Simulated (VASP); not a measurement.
OSZICAR of a VASP run on VSi (relaxed from the CsCl structure, space group Pm-3m):

### OSZICAR
```
       N       E                     dE             d eps       ncg     rms          rms(c)
DAV:   1     0.944157839629E+02    0.94416E+02   -0.76525E+03  1352   0.119E+03
DAV:   2    -0.146594258162E+02   -0.10908E+03   -0.10631E+03  1360   0.348E+02
DAV:   3    -0.179614535270E+02   -0.33020E+01   -0.30451E+01  1740   0.567E+01
DAV:   4    -0.180074552129E+02   -0.46002E-01   -0.45749E-01  1460   0.672E+00
DAV:   5    -0.180082341337E+02   -0.77892E-03   -0.77879E-03  1732   0.830E-01    0.229E+01
DAV:   6    -0.166277582754E+02    0.13805E+01   -0.26257E+01  1580   0.561E+01    0.736E+00
DAV:   7    -0.158211783570E+02    0.80658E+00   -0.66690E+00  1548   0.287E+01    0.548E+00
DAV:   8    -0.157738688597E+02    0.47309E-01   -0.35550E-01  1532   0.653E+00    0.689E-01
DAV:   9    -0.157723550542E+02    0.15138E-02   -0.77032E-03  1572   0.122E+00    0.356E-01
DAV:  10    -0.157722003054E+02    0.15475E-03   -0.19170E-03  1576   0.600E-01    0.930E-02
DAV:  11    -0.157721684035E+02    0.31902E-04   -0.20230E-04  1604   0.157E-01    0.112E-02
DAV:  12    -0.157721667397E+02    0.16638E-05   -0.32781E-06  1496   0.199E-02    0.437E-03
DAV:  13    -0.157721664301E+02    0.30955E-06   -0.10750E-06  1008   0.985E-03
   1 F= -.15772166E+02 E0= -.15772273E+02  d E =-.157722E+02
```

Task: Which electronic solver shows in the log?

Result: It is blocked Davidson (ALGO = Normal, or the opening steps of other solvers). The INCAR had ALGO = Normal.

Task: How was spin treated?

Result: Without spin polarisation: there is no mag entry.

Task: Can the final energy be trusted as converged?

Result: Self-consistency was reached. It stopped with EDIFF = 1E-6, NELM = 100, NSW = 60 and EDIFFG = -0.01 after 1 ionic step (PBEsol GGA, plane waves, VASP's PBE PAW potentials (set 64)).

The structure was generated: VSi was put into the CsCl type (Pm-3m), which need not be its known phase. It was relaxed first. The start is the result of an earlier pass. The run is not spin-polarised, so no magnetic state was tried. The electron count is odd and the run is not spin-polarised, which forces a metal.
